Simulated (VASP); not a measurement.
Data:

```
CELL_PARAMETERS angstrom
      4.51757     0.00000     0.00000
      0.00000     4.51757     0.00000
      0.00000     0.00000     3.39239
ATOMIC_POSITIONS crystal
  Pb 0.00000 0.00000 0.00000
  Pb 0.50000 0.50000 0.50000
  O  0.30971 0.30971 0.00000
  O  0.80971 0.19029 0.50000
  O  0.19029 0.80971 0.50000
  O  0.69029 0.69029 0.00000
```

Calculation: PBEsol GGA, VASP's PBE PAW potentials (set 64) (plane waves; VASP 6.6.1). Settings: 620 eV cut-off, 7×7×9 Γ-centred mesh, first-order Methfessel-Paxton smearing of 0.10 eV, potentials Pb_d O.

Unless said otherwise, spin-orbit coupling is left out, though it shifts the bands of the heavy elements here.

**Question.** What does the run give for the energy per atom (σ→0), pressure, band gap (on the k-mesh) with the smallest direct gap where there is one?

**Answer.** 
The band gap (on the k-mesh) is none (metal, semimetal or under 0.01 eV) and the energy per atom (σ→0) comes out as -5.368 eV/atom. The pressure comes out as 45.02 GPa.

Only differences to runs with the same potentials and settings are physical.

The compound is PbO2 in the rutile structure. It was relaxed first under an external pressure of 45 GPa.
